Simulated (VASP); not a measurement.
Runs of VASP 6.6.1 on Rh. The cell holds a slab with vacuum, 6 atoms: a = 2.689 Å, b = 2.689 Å, c = 25.979 Å, α = 90.00°, β = 90.00°, γ = 120.00°. 

| task | level | cell | smearing | atoms held fixed (from 0) | gap on the mesh (eV) | largest force (eV/Å) |
| --- | --- | --- | --- | --- | --- | --- |
| single point | PBE | the (1 1 1) slab of Rh, cut from the database cell, not relaxed | fermi-dirac 0.05 eV | - | none | 0.23 |
| relaxation of the atoms | PBE+D3 | atoms relaxed from: the (1 1 1) slab of Rh, cut from the database cell, not relaxed | gaussian 0.05 eV | [0, 1, 2] | none | - |
| relaxation of the atoms | optB86b-vdW | atoms relaxed from: the (1 1 1) slab of Rh, cut from the database cell, not relaxed | gaussian 0.05 eV | [0, 1, 2] | none | - |
| work function | PBE | the (1 1 1) slab of Rh, cut from the database cell, not relaxed | gaussian 0.05 eV | - | none | (a) |

Alike in all rows: potentials or basis VASP PAW PBE potentials, release 64 (Rh_pv); no spin polarisation; k mesh 11 × 11 × 1; cutoff (eV) 520.

**Question.** Fill in the values left out.

**Answer.** (a) 0.22.

Caveats: the PAW data sets were made with another functional, which shifts forces and pressure a little (some runs).

A k mesh can miss the band edges, and the runs leave out spin-orbit coupling on Rh.

A gap of «none» marks a metal or a gap under the smearing width.
